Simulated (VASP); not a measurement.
Output of a VASP run:

OSZICAR:
```
       N       E                     dE             d eps       ncg     rms          rms(c)
DAV:   1     0.518039067795E+03    0.51804E+03   -0.23298E+04   416   0.146E+03
DAV:   2    -0.202934787263E+02   -0.53833E+03   -0.52855E+03   426   0.472E+02
DAV:   3    -0.471501727067E+02   -0.26857E+02   -0.26439E+02   590   0.108E+02
DAV:   4    -0.475549010764E+02   -0.40473E+00   -0.39899E+00   496   0.133E+01
DAV:   5    -0.475622544908E+02   -0.73534E-02   -0.72277E-02   544   0.142E+00    0.361E+01
DAV:   6    -0.456014483138E+02    0.19608E+01   -0.45464E+01   526   0.486E+01    0.145E+01
DAV:   7    -0.473828972661E+02   -0.17814E+01   -0.63453E+01   536   0.370E+01    0.170E+01
DAV:   8    -0.433235165514E+02    0.40594E+01   -0.21841E+01   556   0.236E+01    0.600E+00
DAV:   9    -0.432498254211E+02    0.73691E-01   -0.13171E+00   506   0.696E+00    0.107E+00
DAV:  10    -0.432467792468E+02    0.30462E-02   -0.70025E-02   518   0.164E+00    0.546E-01
DAV:  11    -0.432456049945E+02    0.11743E-02   -0.80183E-03   516   0.520E-01    0.257E-01
DAV:  12    -0.432453898587E+02    0.21514E-03   -0.13064E-03   482   0.228E-01    0.117E-01
DAV:  13    -0.432453461270E+02    0.43732E-04   -0.26605E-04   534   0.142E-01    0.296E-02
DAV:  14    -0.432453385468E+02    0.75801E-05   -0.40635E-05   512   0.357E-02    0.831E-03
DAV:  15    -0.432453383818E+02    0.16502E-06   -0.23658E-06   374   0.973E-03
   1 F= -.43245338E+02 E0= -.43238410E+02  d E =-.138561E-01
```

File OUTCAR:
```
------------------------ aborting loop because EDIFF is reached ----------------------------------------
  FORCE on cell =-STRESS in cart. coord.  units (eV):
  Direction    XX          YY          ZZ          XY          YZ          ZX
  --------------------------------------------------------------------------------------
  Total       -2.1291765     -2.1291761     -3.2979329      0.0000000      0.0000000      0.0000000
  in kB      -71.4873966    -71.4873840   -110.7285558      0.0000000      0.0000000      0.0000000
  external PRESSURE =     -84.5677788 kB  Pullay stress =       0.0000000 kB
  volume of cell :       47.72
      direct lattice vectors                 reciprocal lattice vectors
     2.797790000  0.000000000  0.000000000     0.357424968  0.206359420  0.000000000
    -1.398895000  2.422957000  0.000000000     0.000000000  0.412718839  0.000000000
     0.000000000  0.000000000  7.039340000     0.000000000  0.000000000  0.142058773
 POSITION                                       TOTAL-FORCE (eV/Angst)
 -----------------------------------------------------------------------------------
      0.00000      0.00000      3.51967        -0.000000      0.000000      0.000000
      1.39890      0.80765      5.65491         0.000000      0.000000     -0.221254
      1.39890      0.80765      1.38443         0.000000      0.000000      0.221254
      0.00000      0.00000      0.00000        -0.000000     -0.000000      0.000000
 -----------------------------------------------------------------------------------
    total drift:                               -0.002993      0.001730      0.000000
  FREE ENERGIE OF THE ION-ELECTRON SYSTEM (eV)
  ---------------------------------------------------
  free  energy   TOTEN  =       -43.2453383818 eV

  energy  without entropy=      -43.2314822623  energy(sigma->0) =      -43.23841032
```
(Selected blocks of OUTCAR.)

POSCAR:
```
Tc3N
1
    2.7977900000     0.0000000000     0.0000000000
   -1.3988950000     2.4229570000     0.0000000000
    0.0000000000     0.0000000000     7.0393400000
Tc N
3 1
Direct
  0.0000000000   0.0000000000   0.5000000000
  0.6666670000   0.3333330000   0.8033300000
  0.6666670000   0.3333330000   0.1966700000
  0.0000000000   0.0000000000   0.0000000000
```

Q: Reconstruct the remaining input files.

A: Several could match; the one computed here: the input of the run itself, PBEsol GGA, plane waves, VASP's PBE PAW potentials (set 64).

### INCAR
```
ALGO  =  Normal
EDIFF  =  1E-6
ENCUT  =  400
GGA  =  PS
ISIF  =  2
ISMEAR  =  0
LASPH  =  .TRUE.
LCHARG  =  .FALSE.
LMAXMIX  =  4
LREAL  =  .FALSE.
LWAVE  =  .FALSE.
NELM  =  100
PREC  =  Accurate
SIGMA  =  0.05
SYSTEM  =  Tc3N
```

**KPOINTS**
```
Automatic mesh
0
Gamma
4 4 2
0 0 0
```

POTCAR, in this order: Tc_pv N (PBE.64 set). Program: vasp_std.

At this cut-off the stress carries a Pulay error, which pulls relaxed volumes low.

The structure comes from a computed database's Tc3N entry (P-6m2); how it stands against other phases isn't given here. The cell was not relaxed at this level. The k-mesh is coarse (spacing up to 0.65 per Å, 2π included), so the numbers may not be converged in it. The run is one of a series of settings (KPOINTS 4×4×2 Γ-centred mesh against the base run), some of them coarse on purpose. VASP warned that the highest band is occupied, so more bands are needed.
